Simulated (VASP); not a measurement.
```
Al3Sc
1.0
    4.03264     0.00000     0.00000
    0.00000     4.03264     0.00000
    0.00000     0.00000     4.03264
Sc Al
1 3
Direct
  0.00000   0.00000   0.00000
  0.00000   0.50000   0.50000
  0.50000   0.00000   0.50000
  0.50000   0.50000   0.00000
```

All values below come from LDA (Ceperley-Alder, Perdew-Zunger), VASP's LDA PAW potentials (set 64) (plane waves; VASP). Numerical set-up: 520 eV cut-off, Gaussian smearing of 0.050 eV, potentials Sc_sv Al.

**Question.** Estimate the band gap (along the path) with the smallest direct gap where there is one.

**Answer.** 
band gap (along the path): none (metal, semimetal or under 0.01 eV)

The compound is Al3Sc in the L1_2 structure. It was relaxed first.
